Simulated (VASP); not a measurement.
Here is the system:

```xyz
2
Lattice="0.0000 2.7698 2.7698 2.7698 0.0000 2.7698 2.7698 2.7698 0.0000" Properties=species:S:1:pos:R:3 pbc="T T T"
Ga     0.0000     0.0000     0.0000
P      1.3849     1.3849     1.3849
```

These are r2SCAN+rVV10, VASP's PBE PAW potentials (set 64) (plane waves; VASP) values and carry that method's errors. Numerical set-up: 520 eV cut-off, 8×8×8 Γ-centred mesh, Gaussian smearing of 0.050 eV, potentials Ga_d P.

### Question
Give the stress tensor in GPa (positive for a compressed cell).

### Answer

```
-4.54   0.00   0.00
 0.00  -4.54   0.00
 0.00   0.00  -4.54
```
The pressure is its mean diagonal, -4.54 GPa.

The compound is GaP in the zinc blende structure. This cell is one point of a volume scan, at 1.06 of the reference volume.
